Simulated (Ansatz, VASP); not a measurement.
**As2S: VASP beside Ansatz**

The input INCAR:

```
SYSTEM = As2S
ALGO = Normal ; EDIFF = 1E-7
ENCUT = 520 ; GGA = PE
ISIF = 2 ; ISMEAR = -1
LASPH = .True. ; LCHARG = .True.
LELF = .True. ; LREAL = .False.
LVHAR = .True. ; LWAVE = .False.
NBANDS = 25 ; NELM = 60
PREC = Accurate ; SIGMA = 0.05
```

The input KPOINTS:

```
k-points
0
Gamma
  7 7 7
  0 0 0
```

POSCAR

```
As2S
1.0
   -3.5064800000      3.5064800000      2.4859190000
    3.5064800000     -3.5064800000      2.4859190000
    3.5064800000      3.5064800000     -2.4859190000
As S
4 2
Direct
    0.8750000000      0.1250000000      0.2500000000
    0.8750000000      0.6250000000      0.7500000000
    0.3750000000      0.1250000000      0.2500000000
    0.8750000000      0.1250000000      0.7500000000
    0.2500000000      0.7500000000      0.5000000000
    0.5000000000      0.5000000000      0.0000000000
```

input.yaml

```yaml
crystal:
  lattice:
    - [-3.50648, 3.50648, 2.485919]
    - [3.50648, -3.50648, 2.485919]
    - [3.50648, 3.50648, -2.485919]
  atoms:
    - { symbol: As, position: [0.875, 0.125, 0.25] }
    - { symbol: As, position: [0.875, 0.625, 0.75] }
    - { symbol: As, position: [0.375, 0.125, 0.25] }
    - { symbol: As, position: [0.875, 0.125, 0.75] }
    - { symbol: S, position: [0.25, 0.75, 0.5] }
    - { symbol: S, position: [0.5, 0.5, 0.0] }
hamiltonian:
  xc: pbe
  pseudopotentials: { kind: paw }
kpoints:
  mp_grid: { grid: [7, 7, 7] }
scf:
  occupations: { method: fermi_dirac, width: 0.05 }
output:
  forces: true
  stress: true
  eigenvalues: true
```

The cell comes from a database or a generator and needn't be the stable form of this composition.

Alike in both runs: task single point; functional PBE; k mesh 7 × 7 × 7; occupations fermi-dirac, width 0.05 eV; no spin polarisation.

|  | VASP | Ansatz |
| --- | --- | --- |
| version | VASP 6.6.1 | Ansatz 0.2.0 |
| potentials or method | VASP PAW PBE potentials, release 64 (As, S) | Ansatz PAW |
| plane-wave cutoff (eV) | 520 | 420 |
| valence electrons in the cell | 32 | 72 |

|  | VASP | Ansatz | Ansatz less VASP |
| --- | --- | --- | --- |
| gap on the k mesh at the Fermi level (eV) | none | none | - |
| pressure (GPa) | 0.4 | 0.4 | -0.04 |
| largest component of the traceless stress (GPa) | 0.44 | 0.44 | +0.006 |

A gap of «none» marks a metal or a gap that the smearing closes. The two sets of potentials don't hold the same shells in valence.
